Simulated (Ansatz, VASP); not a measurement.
## One calculation of Ti3Nb, two programs

File INCAR:

```
SYSTEM = Ti3Nb
PREC = Accurate
ENCUT = 600
EDIFF = 1E-6
ISMEAR = 0
SIGMA = 0.1
LREAL = .False.
LASPH = .True.
NELM = 100
ALGO = Fast
ISIF = 3
LWAVE = .False.
LCHARG = .False.
IBRION = 2
NSW = 100
EDIFFG = -0.005
```

The input KPOINTS:

```
regular mesh
0
Gamma
  10 10 10
  0 0 0
```

The input POSCAR:

```
Ti3Nb
1.0
    4.0296109555      0.0000000000      0.0000000000
    0.0000000000      4.0296109555      0.0000000000
    0.0000000000      0.0000000000      4.0296109555
Ti Nb
3 1
Direct
    0.0000000000      0.5000000000      0.5000000000
    0.5000000000      0.0000000000      0.5000000000
    0.5000000000      0.5000000000      0.0000000000
    0.0000000000      0.0000000000      0.0000000000
```

Input for Ansatz:

```yaml
crystal:
  lattice:
    - [4.0296109555, 0.0, 0.0]
    - [0.0, 4.0296109555, 0.0]
    - [0.0, 0.0, 4.0296109555]
  atoms:
    - { symbol: Ti, position: [0.0, 0.5, 0.5] }
    - { symbol: Ti, position: [0.5, 0.0, 0.5] }
    - { symbol: Ti, position: [0.5, 0.5, 0.0] }
    - { symbol: Nb, position: [0.0, 0.0, 0.0] }
basis:
  ecutwfc: 420
kpoints:
  mp_grid: { grid: [10, 10, 10] }
hamiltonian:
  xc: lda
scf:
  occupations: { method: gaussian, width: 0.1 }
output:
  forces: true
  stress: true
  eigenvalues: true
relax:
  adjacent_minimum: "off"
  f_tol: 0.005
  max_steps: 80
  cell: { stress_tol: 0.05 }
```

The cell comes from a database or a generator and needn't be the stable form of this composition.

Alike in both runs: task relaxation of cell and atoms; functional LDA; k mesh 10 × 10 × 10; occupations gaussian, width 0.1 eV; no spin polarisation.

|  | VASP | Ansatz |
| --- | --- | --- |
| version | VASP 6.6.1 | Ansatz 0.2.0 |
| potentials or method | VASP PAW LDA potentials, release 64 (Ti_sv, Nb_sv) | scalar-relativistic, plane waves, PAW |
| plane-wave cutoff (eV) | 600 | 420 |
| valence electrons in the cell | 49 | 49 |

|  | VASP | Ansatz | Ansatz less VASP |
| --- | --- | --- | --- |
| gap on the k mesh at the Fermi level, each at its own relaxed structure (eV) | none | none | - |
| relaxed volume (Å³/atom) | 16.35 | 16.36 | +0.012 |
| relaxed cell length with the largest relative difference (Å) | 4.029 | 4.030 | +0.0010 |

A gap of «none» marks a metal or a gap that the smearing closes.
